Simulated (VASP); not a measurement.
Consider the following.

```
CELL_PARAMETERS angstrom
      3.39774     0.00000     0.00000
      0.00000     3.39774     0.00000
      0.00000     0.00000     3.39774
ATOMIC_POSITIONS crystal
  Si 0.00000 0.00000 0.00000
  Ni 0.00000 0.50000 0.50000
  Ni 0.50000 0.00000 0.50000
  Ni 0.50000 0.50000 0.00000
```

Method: TPSS meta-GGA, VASP's PBE PAW potentials (set 64) (plane waves; VASP). Settings: 520 eV cut-off, 9×9×9 Γ-centred mesh, first-order Methfessel-Paxton smearing of 0.10 eV, potentials Si Ni.

Problem. Estimate the energy per atom (σ→0), pressure, band gap (on the k-mesh) with the smallest direct gap where there is one.

Solution. 
```yaml
band gap (on the k-mesh): none (metal, semimetal or under 0.01 eV)
energy per atom (σ→0): -12.911 eV/atom
pressure: 17.03 GPa
```

Only differences to runs with the same potentials and settings are physical.

The compound is Ni3Si in the L1_2 structure. This cell is one point of a volume scan, at 0.94 of the reference volume. The run is not spin-polarised, so no magnetic state was tried.
